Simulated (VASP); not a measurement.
Here is the system:

```
AuGa3
1.0
   -2.07593     2.07593     3.98677
    2.07593    -2.07593     3.98677
    2.07593     2.07593    -3.98677
Ga Au
3 1
Direct
  0.75000   0.25000   0.50000
  0.25000   0.75000   0.50000
  0.50000   0.50000   0.00000
  0.00000   0.00000   0.00000
```

Method: PBEsol GGA, VASP's PBE PAW potentials (set 64) (plane waves; VASP). Run with 400 eV cut-off, 12×12×12 Γ-centred mesh, tetrahedra with Blöchl corrections, potentials Ga_d Au.

Unless said otherwise, spin-orbit coupling is left out, though it shifts the bands of the heavy elements here.

### Question
Predict the energy per atom (σ→0), band gap (on the k-mesh) with the smallest direct gap where there is one.

### Answer

```
Quantity                                                    Result
------------------------  ----------------------------------------
band gap (on the k-mesh)  none (metal, semimetal or under 0.01 eV)
energy per atom (σ→0)                               -3.522 eV/atom
```

Only differences to runs with the same potentials and settings are physical.

The structure comes from a computed database's Ga3Au entry (I4/mmm); how it stands against other phases isn't given here. It was relaxed first, which changed the volume by -7 %.
